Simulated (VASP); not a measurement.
**YAs (relaxed from the zinc blende structure, space group F-43m): computed properties**

Calculation: PBE GGA, VASP's PBE PAW potentials (set 64) (plane waves; VASP).

```
Item                                                                            Result
---------------------------------------------  ---------------------------------------
space group                                                                F-43m (216)
cell                                           a = b = c = 6.472 Å, α = β = γ = 90.00°
volume per atom                                                          33.88 Å³/atom
band gap (over mesh and band path)                                             1.58 eV
smallest direct gap (over mesh and band path)                                  1.58 eV
band-edge character                                                     direct, X to X
density                                                                     4.01 g/cm³
```

```yaml
crystal:
  lattice:
    - [0.00000, 3.23591, 3.23591]
    - [3.23591, 0.00000, 3.23591]
    - [3.23591, 3.23591, 0.00000]
  atoms:
    - { symbol: Y, position: [0.00000, 0.00000, 0.00000] }
    - { symbol: As, position: [0.25000, 0.25000, 0.25000] }
```

The structure was generated: YAs was put into the zinc blende type (F-43m), which need not be its known phase. It was relaxed first, which changed the volume by -25 %. Symmetry was kept, so distortions that lower it aren't found.
